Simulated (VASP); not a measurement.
Here is the system:

```
CELL_PARAMETERS angstrom
      3.96521     0.00000     0.00000
      0.00000     3.96521     0.00000
      0.00000     0.00000     3.96521
ATOMIC_POSITIONS crystal
  Ti 0.00000 0.00000 0.00000
  Pt 0.00000 0.50000 0.50000
  Pt 0.50000 0.00000 0.50000
  Pt 0.50000 0.50000 0.00000
```

Level of theory: TPSS meta-GGA, VASP's PBE PAW potentials (set 64) (plane waves; VASP 6.6.1). Settings: 520 eV cut-off, 8×8×8 Γ-centred mesh, first-order Methfessel-Paxton smearing of 0.10 eV, potentials Ti_sv Pt.

### Question
Give the stress tensor in GPa (positive for a compressed cell).

### Answer

```
-7.00   0.00   0.00
 0.00  -7.00   0.00
 0.00   0.00  -7.00
```
The pressure is its mean diagonal, -7.00 GPa.

The compound is Pt3Ti in the L1_2 structure. This cell is one point of a volume scan, at 1.03 of the reference volume.
